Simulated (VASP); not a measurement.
Here is a VASP 6.6.1 calculation.

The input INCAR:

```
SYSTEM = Ca3ZrN3
ALGO = Normal
EDIFF = 1E-6
ENCUT = 520
ISIF = 2
ISMEAR = 0
KPAR = 2
LASPH = .True.
LCHARG = .False.
LMIXTAU = .True.
LREAL = .False.
LWAVE = .False.
METAGGA = R2SCAN
NELM = 150
PREC = Accurate
SIGMA = 0.1
```

Contents of KPOINTS:

```
k-points
0
Gamma
  6 6 6
  0 0 0
```

File POSCAR:

```
Ca3ZrN3                                 
1.0
    4.8001502298      0.0000000000      0.0000000000
    0.0000000000      4.8001502298      0.0000000000
    0.0000000000      0.0000000000      4.8001502298
  Ca              Zr              N             
     3     1     3
Direct
     0.0000000000000000    0.5000000000000000    0.5000000000000000
     0.5000000000000000    0.0000000000000000    0.5000000000000000
     0.5000000000000000    0.5000000000000000    0.0000000000000000
     0.0000000000000000    0.0000000000000000    0.0000000000000000
     0.5000000000000000    0.0000000000000000    0.0000000000000000
     0.0000000000000000    0.5000000000000000    0.0000000000000000
     0.0000000000000000    0.0000000000000000    0.5000000000000000
```

Potentials or basis: VASP PAW PBE potentials, release 64 (Ca_sv, Zr_sv, N).

Launch:

```console
$ cat potpaw_PBE.64/Ca_sv/POTCAR potpaw_PBE.64/Zr_sv/POTCAR potpaw_PBE.64/N/POTCAR > POTCAR
$ mpirun -np 2 vasp_std > vasp.out
```

Problem. What does it give for the band gap on the k mesh?

Solution. None (metal or under the smearing width).

Problem. Estimate the pressure.

Solution. -1.0 GPa.

Caveat: the PAW data sets were made with another functional, which shifts forces and pressure a little.
